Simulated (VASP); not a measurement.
# Which magnetic order does AlCr2C take?, part 2 of 5

Is AlCr2C a ferromagnet or an antiferromagnet at this level? The start is a computed cell from the Materials Project.

VASP 6.6.1, plane waves and PAW; the level of theory is named at each step.

So far: Set-up; Relax in the ferromagnetic state.

### 2. Relax in the ferromagnetic state (continued)

Level of this step: PBE, DFT+U (Cr d 3 eV), spin-polarised from a ferromagnetic start; plane waves and PAW (Cr, Al, C) (VASP).

OUTCAR, selected parts (step 2):

```text
ion  position               nearest neighbor table
   1  0.333  0.667  0.085-   7 1.95   7 1.95   7 1.95   6 2.64   6 2.64   6 2.64   3 2.69   3 2.69
                             3 2.69
   2  0.667  0.333  0.585-   8 1.95   8 1.95   8 1.95   5 2.64   5 2.64   5 2.64   4 2.69   4 2.69
                             4 2.69
   3  0.667  0.333  0.915-   7 1.95   7 1.95   7 1.95   5 2.64   5 2.64   5 2.64   1 2.69   1 2.69
                             1 2.69
   4  0.333  0.667  0.415-   8 1.95   8 1.95   8 1.95   6 2.64   6 2.64   6 2.64   2 2.69   2 2.69
                             2 2.69
   5  0.333  0.667  0.750-   2 2.64   3 2.64   2 2.64   3 2.64   2 2.64   3 2.64
   6  0.667  0.333  0.250-   1 2.64   4 2.64   1 2.64   4 2.64   1 2.64   4 2.64
   7  0.000  0.000  0.000-   1 1.95   3 1.95   1 1.95   3 1.95   3 1.95   1 1.95
   8  0.000  0.000  0.500-   2 1.95   4 1.95   4 1.95   2 1.95   2 1.95   4 1.95

  LATTYP: Found a hexagonal cell.
 ALAT       =     2.8251010646
 C/A-ratio  =     4.4605036747

 Subroutine GETGRP returns: Found 24 space group operations
 (whereof 12 operations were pure point group operations)

The static configuration has the point symmetry D_3d.
 The point group associated with its full space group is D_6h.

 Found     16 irreducible k-points:

   k-points           NKPTS =     16   k-points in BZ     NKDIM =     16   number of bands    NBANDS=     38

   dimension x,y,z NGX =    16 NGY =   16 NGZ =   70
   dimension x,y,z NGXF=    32 NGYF=   32 NGZF=  140

   ENCUT  =  480.0 eV  35.28 Ry    5.94 a.u.   5.05  5.05 22.51*2*pi/ulx,y,z

   NELECT =      38.0000    total number of electrons

 k-points in reciprocal lattice and weights: Automatic mesh
   0.00000000  0.00000000  0.00000000       0.010
   0.14285714  0.00000000  0.00000000       0.061
   0.28571429  0.00000000  0.00000000       0.061
   0.42857143  0.00000000  0.00000000       0.061
   0.14285714  0.14285714  0.00000000       0.061
   0.28571429  0.14285714  0.00000000       0.122
   0.42857143  0.14285714  0.00000000       0.061
   0.28571429  0.28571429  0.00000000       0.061
   0.00000000  0.00000000  0.50000000       0.010
[...]
0.42857143  0.14285714  0.50000000       0.061
   0.28571429  0.28571429  0.50000000       0.061

atom =   1  type =  1  l = 2

 onsite density matrix

spin component  1

  0.7730  0.0000  0.0000  0.0662 -0.0000
  0.0000  0.7482 -0.0000 -0.0000  0.0662
  0.0000 -0.0000  0.7474  0.0000 -0.0000
  0.0662 -0.0000  0.0000  0.7482  0.0000
 -0.0000  0.0662 -0.0000  0.0000  0.7730

spin component  2

  0.1170  0.0000 -0.0000 -0.0828  0.0000
  0.0000  0.1704  0.0000  0.0000 -0.0828
 -0.0000  0.0000  0.0678  0.0000 -0.0000
 -0.0828  0.0000  0.0000  0.1704 -0.0000
  0.0000 -0.0828 -0.0000 -0.0000  0.1170

 occupancies and eigenvectors

  o =  0.0567  v =  0.0000  0.0000  0.0000  0.0000  0.0000  0.0005 -0.5889 -0.0000  0.0004 -0.8082      0.0000  0.0000  0.0000  0.0000  0.0000  0.0000  0.0000  0.0000  0.0000  0.0000
  o =  0.0567  v =  0.0000  0.0000  0.0000  0.0000  0.0000  0.8082  0.0004  0.0000  0.5889  0.0005      0.0000  0.0000  0.0000  0.0000  0.0000  0.0000  0.0000  0.0000  0.0000  0.0000
  o =  0.0678  v =  0.0000  0.0000  0.0000  0.0000  0.0000  0.0000  0.0000 -1.0000  0.0000  0.0000      0.0000  0.0000  0.0000  0.0000  0.0000  0.0000  0.0000  0.0000  0.0000  0.0000
  o =  0.2307  v =  0.0000  0.0000  0.0000  0.0000  0.0000  0.0001  0.8082  0.0000 -0.0002 -0.5889      0.0000  0.0000  0.0000  0.0000  0.0000  0.0000  0.0000  0.0000  0.0000  0.0000
  o =  0.2307  v =  0.0000  0.0000  0.0000  0.0000  0.0000 -0.5889  0.0002  0.0000  0.8082 -0.0001      0.0000  0.0000  0.0000  0.0000  0.0000  0.0000  0.0000  0.0000  0.0000  0.0000
  o =  0.6932  v =  0.0000  0.7693 -0.0000 -0.0000 -0.6388  0.0000  0.0000  0.0000  0.0000  0.0000      0.0000  0.0000  0.0000  0.0000  0.0000  0.0000  0.0000  0.0000  0.0000  0.0000
  o =  0.6932  v = -0.6388  0.0000  0.0000  0.7693 -0.0000  0.0000  0.0000  0.0000  0.0000  0.0000      0.0000  0.0000  0.0000  0.0000  0.0000  0.0000  0.0000  0.0000  0.0000  0.0000
  o =  0.7474  v =  0.0000 -0.0000 -1.0000  0.0000 -0.0000  0.0000  0.0000  0.0000  0.0000  0.0000      0.0000  0.0000  0.0000  0.0000  0.0000  0.0000  0.0000  0.0000  0.0000  0.0000
  o =  0.8280  v =  0.0000  0.6388 -0.0000  0.0000  0.7693  0.0000  0.0000  0.0000  0.0000  0.0000      0.0000  0.0000  0.0000  0.0000  0.0000  0.0000  0.0000  0.0000  0.0000  0.0000
  o =  0.8280  v = -0.7693  0.0000 -0.0000 -0.6388  0.0000  0.0000  0.0000  0.0000  0.0000  0.0000      0.0000  0.0000  0.0000  0.0000  0.0000  0.0000  0.0000  0.0000  0.0000  0.0000

atom =   2  type =  1  l = 2

 onsite density matrix

spin component  1

  0.7730 -0.0000  0.0000 -0.0662  0.0000
 -0.0000  0.7482  0.0000 -0.0000 -0.0662
  0.0000  0.0000  0.7474 -0.0000 -0.0000
 -0.0662 -0.0000 -0.0000  0.7482 -0.0000
  0.0000 -0.0662 -0.0000 -0.0000  0.7730

spin component  2

  0.1170  0.0000 -0.0000  0.0828  0.0000
  0.0000  0.1704 -0.0000  0.0000  0.0828
 -0.0000 -0.0000  0.0678 -0.0000 -0.0000
  0.0828  0.0000 -0.0000  0.1704  0.0000
  0.0000  0.0828 -0.0000  0.0000  0.1170

 occupancies and eigenvectors

  o =  0.0567  v =  0.0000  0.0000  0.0000  0.0000  0.0000 -0.0003  0.5889 -0.0000  0.0002 -0.8082      0.0000  0.0000  0.0000  0.0000  0.0000  0.0000  0.0000  0.0000  0.0000  0.0000
  o =  0.0567  v =  0.0000  0.0000  0.0000  0.0000  0.0000  0.8082  0.0002 -0.0000 -0.5889 -0.0003      0.0000  0.0000  0.0000  0.0000  0.0000  0.0000  0.0000  0.0000  0.0000  0.0000
  o =  0.0678  v =  0.0000  0.0000  0.0000  0.0000  0.0000  0.0000 -0.0000 -1.0000 -0.0000  0.0000      0.0000  0.0000  0.0000  0.0000  0.0000  0.0000  0.0000  0.0000  0.0000  0.0000
  o =  0.2307  v =  0.0000  0.0000  0.0000  0.0000  0.0000  0.0000  0.8082 -0.0000  0.0000  0.5889      0.0000  0.0000  0.0000  0.0000  0.0000  0.0000  0.0000  0.0000  0.0000  0.0000
  o =  0.2307  v =  0.0000  0.0000  0.0000  0.0000  0.0000  0.5889 -0.0000 -0.0000  0.8082  0.0000      0.0000  0.0000  0.0000  0.0000  0.0000  0.0000  0.0000  0.0000  0.0000  0.0000
  o =  0.6932  v =  0.0000 -0.7693 -0.0000  0.0000 -0.6388  0.0000  0.0000  0.0000  0.0000  0.0000      0.0000  0.0000  0.0000  0.0000  0.0000  0.0000  0.0000  0.0000  0.0000  0.0000
  o =  0.6932  v =  0.6388  0.0000 -0.0000  0.7693 -0.0000  0.0000  0.0000  0.0000  0.0000  0.0000      0.0000  0.0000  0.0000  0.0000  0.0000  0.0000  0.0000  0.0000  0.0000  0.0000
  o =  0.7474  v =  0.0000 -0.0000  1.0000  0.0000  0.0000  0.0000  0.0000  0.0000  0.0000  0.0000      0.0000  0.0000  0.0000  0.0000  0.0000  0.0000  0.0000  0.0000  0.0000  0.0000
[...]
atom =   4  type =  1  l = 2

 onsite density matrix

spin component  1

  0.7730 -0.0000  0.0000 -0.0662 -0.0000
 -0.0000  0.7482  0.0000 -0.0000 -0.0662
  0.0000  0.0000  0.7474  0.0000 -0.0000
 -0.0662 -0.0000  0.0000  0.7482 -0.0000
 -0.0000 -0.0662 -0.0000 -0.0000  0.7730

spin component  2

 occupancies and eigenvectors

  o =  0.0567  v =  0.0000  0.0000  0.0000  0.0000  0.0000  0.0000 -0.5889  0.0000 -0.0000  0.8082      0.0000  0.0000  0.0000  0.0000  0.0000  0.0000  0.0000  0.0000  0.0000  0.0000
  o =  0.0567  v =  0.0000  0.0000  0.0000  0.0000  0.0000 -0.8082 -0.0000  0.0000  0.5889  0.0000      0.0000  0.0000  0.0000  0.0000  0.0000  0.0000  0.0000  0.0000  0.0000  0.0000
  o =  0.0678  v =  0.0000  0.0000  0.0000  0.0000  0.0000 -0.0000 -0.0000 -1.0000  0.0000  0.0000      0.0000  0.0000  0.0000  0.0000  0.0000  0.0000  0.0000  0.0000  0.0000  0.0000
  o =  0.2307  v =  0.0000  0.0000  0.0000  0.0000  0.0000  0.0000  0.8082 -0.0000  0.0000  0.5889      0.0000  0.0000  0.0000  0.0000  0.0000  0.0000  0.0000  0.0000  0.0000  0.0000
  o =  0.2307  v =  0.0000  0.0000  0.0000  0.0000  0.0000  0.5889 -0.0000 -0.0000  0.8082  0.0000      0.0000  0.0000  0.0000  0.0000  0.0000  0.0000  0.0000  0.0000  0.0000  0.0000
  o =  0.6932  v =  0.0000  0.7693  0.0000 -0.0000  0.6388  0.0000  0.0000  0.0000  0.0000  0.0000      0.0000  0.0000  0.0000  0.0000  0.0000  0.0000  0.0000  0.0000  0.0000  0.0000
  o =  0.6932  v =  0.6388  0.0000 -0.0000  0.7693  0.0000  0.0000  0.0000  0.0000  0.0000  0.0000      0.0000  0.0000  0.0000  0.0000  0.0000  0.0000  0.0000  0.0000  0.0000  0.0000
  o =  0.7474  v =  0.0000  0.0000 -1.0000 -0.0000 -0.0000  0.0000  0.0000  0.0000  0.0000  0.0000      0.0000  0.0000  0.0000  0.0000  0.0000  0.0000  0.0000  0.0000  0.0000  0.0000
  o =  0.8280  v =  0.0000 -0.6388 -0.0000 -0.0000  0.7693  0.0000  0.0000  0.0000  0.0000  0.0000      0.0000  0.0000  0.0000  0.0000  0.0000  0.0000  0.0000  0.0000  0.0000  0.0000
  o =  0.8280  v = -0.7693  0.0000 -0.0000  0.6388  0.0000  0.0000  0.0000  0.0000  0.0000  0.0000      0.0000  0.0000  0.0000  0.0000  0.0000  0.0000  0.0000  0.0000  0.0000  0.0000

 average (electrostatic) potential at core
       1 -41.8346       2 -41.8346       3 -41.8346       4 -41.8346       5 -73.6611
       6 -73.6611       7 -47.9697       8 -47.9697

 E-fermi :   6.2869

 spin component 1
 k-point     1 :       0.0000    0.0000    0.0000
  band No.  band energies     occupation
    ...
     22       5.2269      1.00000
     23       5.2426      1.00000
     24       5.2426      1.00000
     25       5.2695      1.00000
     26       5.2695      1.00000
     27       7.7808      0.00000
     28       8.9788      0.00000
     29      10.7443      0.00000
     30      11.0218      0.00000
     31      11.0219      0.00000
    ...

 k-point     2 :       0.1429    0.0000    0.0000
  band No.  band energies     occupation
    ...
     22       5.0632      1.00000
     23       5.4614      1.00000
     24       5.4859      1.00000
     25       5.4880      1.00000
     26       5.8443      1.00000
     27       7.8769      0.00000
     28       9.3136      0.00000
     29      10.2342      0.00000
     30      10.3794      0.00000
     31      10.8188      0.00000
    ...

 k-point     3 :       0.2857    0.0000    0.0000
  band No.  band energies     occupation
    ...
     21       5.2592      1.00000
     22       5.2664      1.00000
     23       5.6107      1.00000
     24       5.6402      1.00000
     25       5.7719      1.00000
     26       6.9912      0.00000
     27       8.0312      0.00000
     28       8.5421      0.00000
     29       8.8825      0.00000
     30       9.9481      0.00000
    ...

 k-point     4 :       0.4286    0.0000    0.0000
  band No.  band energies     occupation
    ...
     21       5.4731      1.00000
     22       5.4963      1.00000
     23       5.8532      1.00000
     24       5.8646      1.00000
     25       6.1403      0.99998
     26       6.8938      0.00000
     27       7.3236      0.00000
     28       7.3765      0.00000
     29       8.3032      0.00000
     30       8.5041      0.00000
    ...

 k-point     5 :       0.1429    0.1429    0.0000
  band No.  band energies     occupation
    ...
     21       5.1529      1.00000
     22       5.2485      1.00000
     23       5.2741      1.00000
     24       5.4616      1.00000
     25       5.8860      1.00000
     26       6.8784      0.00000
     27       8.0384      0.00000
     28       9.4109      0.00000
     29       9.5329      0.00000
     30       9.5456      0.00000
    ...

 k-point     6 :       0.2857    0.1429    0.0000
  band No.  band energies     occupation
    ...
     21       5.4244      1.00000
     22       5.6169      1.00000
     23       5.6639      1.00000
     24       5.7582      1.00000
     25       6.2217      0.96746
     26       7.6197      0.00000
     27       7.9153      0.00000
     28       8.2888      0.00000
     29       8.8194      0.00000
     30       8.8532      0.00000
    ...

  Total        0.1041627      0.1041627     -0.0861804      0.0000000     -0.0000000      0.0000000
  in kB        1.5930010      1.5930010     -1.3179911      0.0000000     -0.0000000      0.0000000
  external PRESSURE =       0.6226703 kB  Pullay stress =       0.0000000 kB

  energy-cutoff  :      480.00
  volume of cell :      104.76
      direct lattice vectors                 reciprocal lattice vectors
     3.007560627 -0.000000000 -0.000000000     0.332495376  0.191966295  0.000000000
    -1.503780313  2.604623906  0.000000000     0.000000000  0.383932589  0.000000000
     0.000000000 -0.000000000 13.373563806    -0.000000000 -0.000000000  0.074774384

 POSITION                                       TOTAL-FORCE (eV/Angst)
 -----------------------------------------------------------------------------------
     -0.00000      1.73642      1.15031         0.000000      0.000000      0.004114
      1.50378      0.86821      7.83709         0.000000     -0.000000      0.004114
      1.50378      0.86821     12.22325        -0.000000     -0.000000     -0.004114
     -0.00000      1.73642      5.53647         0.000000      0.000000     -0.004114
     -0.00000      1.73642     10.03017        -0.000000     -0.000000      0.000000
      1.50378      0.86821      3.34339         0.000000      0.000000      0.000000
     -0.00000      0.00000      0.00000         0.000000     -0.000000      0.000000
     -0.00000     -0.00000      6.68678         0.000000      0.000000      0.000000
 -----------------------------------------------------------------------------------
    total drift:                               -0.000000      0.000000     -0.000000

  FREE ENERGIE OF THE ION-ELECTRON SYSTEM (eV)
  ---------------------------------------------------
  free  energy   TOTEN  =       -53.2453207264 eV

  energy  without entropy=      -53.2394833102  energy(sigma->0) =      -53.24240202

 reached required accuracy - stopping structural energy minimisation

 total charge
# of ion       s       p       d       tot
------------------------------------------
    1        0.396   0.589   4.399   5.385
    2        0.396   0.589   4.399   5.385
    3        0.396   0.589   4.399   5.385
    4        0.396   0.589   4.399   5.385
    5        0.429   0.357   0.000   0.786
    6        0.429   0.357   0.000   0.786
    7        0.883   1.517   0.000   2.400
    8        0.883   1.517   0.000   2.400
--------------------------------------------------
tot          4.208   6.104  17.598  27.910

 magnetization (x)
# of ion       s       p       d       tot
------------------------------------------
    1        0.001  -0.017   3.139   3.122
    2        0.001  -0.017   3.139   3.122
    3        0.001  -0.017   3.139   3.122
    4        0.001  -0.017   3.139   3.122
    5       -0.044  -0.078   0.000  -0.122
    6       -0.044  -0.078   0.000  -0.122
    7       -0.052  -0.357   0.000  -0.409
    8       -0.052  -0.357   0.000  -0.409
--------------------------------------------------
tot         -0.186  -0.940  12.555  11.428

[... 6 further parts left out ...]
```

CONTCAR:

```
AlCr2C
   1.00000000000000
     3.0075606266707551   -0.0000000000000000   -0.0000000000000000
    -1.5037803133353775    2.6046239061162528    0.0000000000000000
     0.0000000000000000   -0.0000000000000000   13.3735638057060306
  Cr              Al              C
     4     2     2
Direct
     0.3333333332999970    0.6666666667000030    0.0860137774899517
     0.6666666667000030    0.3333333332999970    0.5860137774899516
     0.6666666667000030    0.3333333332999970    0.9139862225100484
     0.3333333332999970    0.6666666667000030    0.4139862225100484
     0.3333333332999970    0.6666666667000030    0.7500000000000000
     0.6666666667000030    0.3333333332999970    0.2500000000000000
     0.0000000000000000    0.0000000000000000    0.0000000000000000
     0.0000000000000000    0.0000000000000000    0.5000000000000000
```

The magnetic state follows from one typed start and may not be the lowest. The k-mesh is coarse for a metal. A U on the itinerant d states of such a compound is hard to justify; it moves the bands at the Fermi level and favours large moments. After so large a change of volume the plane waves of the start cell no longer fit, so the final stress carries a basis-set error. The data set Cr keeps the semicore shell frozen, which is cheaper and a little less accurate. The run keeps the 24 symmetry operations of its start, so it cannot find a distortion of lower symmetry.

Relaxation path:

```tsv
step	energy less that of the first step (eV)	largest force (eV/Å)	pressure (GPa)	volume (Å³)
1	0.0000	1.5079	25.78	87.10
2	-1.4794	0.9747	-3.66	105.99
3	-1.5354	0.6728	0.39	103.21
4	-1.5369	0.6078	1.21	102.67
5	-1.5815	0.2806	0.13	104.10
6	-1.5907	0.0400	-0.68	105.24
7	-1.5907	0.0607	-0.59	105.14
8	-1.5913	0.0439	0.45	104.53
9	-1.5917	0.0041	0.06	104.76
```

```tsv
conventional cell, symmetrised	before	after	change
a (Å)	2.825	3.008	+6.5 %
b (Å)	2.825	3.008	+6.5 %
c (Å)	12.601	13.374	+6.1 %
volume (Å³/atom)	10.89	13.10	+20.3 %
```

The atoms that moved most (Å, as changes of fractional coordinates times the final cell):

```tsv
atom	dx	dy	dz	length
Cr2	0.000	0.000	0.013	0.013
Cr3	0.000	0.000	-0.013	0.013
Cr1	0.000	0.000	0.013	0.013
Cr4	0.000	0.000	-0.013	0.013
```

The relaxed structure:

```xyz
8
Lattice="3.0076 0.0000 0.0000 -1.5038 2.6046 0.0000 0.0000 0.0000 13.3736" Properties=species:S:1:pos:R:3 pbc="T T T"
Cr    0.0000    1.7364    1.1503
Cr    1.5038    0.8682    7.8371
Cr    1.5038    0.8682   12.2233
Cr    0.0000    1.7364    5.5365
Al    0.0000    1.7364   10.0302
Al    1.5038    0.8682    3.3434
C     0.0000    0.0000    0.0000
C     0.0000    0.0000    6.6868
```

Numbers from this step:

```
electronic cycles                                 : 72
electrons                                         : 38
free energy (TOTEN)                               : -53.2453 eV
energy at zero smearing                           : -53.2424 eV
Fermi energy                                      : 6.287 eV
moment of the cell, from the last line of the log : 11.06 μB
labelled metallic, from the levels on this mesh   : yes
```

Spin moment in the PAW sphere by atom:

```tsv
atom	spin moment in the PAW sphere (μB)
Cr1	3.12
Cr2	3.12
Cr3	3.12
Cr4	3.12
Al5	-0.12
Al6	-0.12
C7	-0.41
C8	-0.41
```

The run ended after 9 ionic steps, 1.592 eV below its first step, once forces and stress met EDIFFG = -0.02.

(Part 2 of 5 ends here.)

[Lines on the potential files, build, host, timing and source positions are cut from VASP's logs without a mark.]

[Logs are printed without paths, hosts, clocks, repeated set-up lines and the standing remarks that a program may print on its own settings, such as how far it seeks lower states.]

[Hosts, paths, dates, database ids (printed as entryN), source tags and the programs' standing remarks are cut or masked in the printed files.]

[In band tables of VASP the shares of atoms and orbitals are scaled to a sum of 1 inside the atoms' spheres.]

[Runs that stopped without an error message from VASP are left out.]
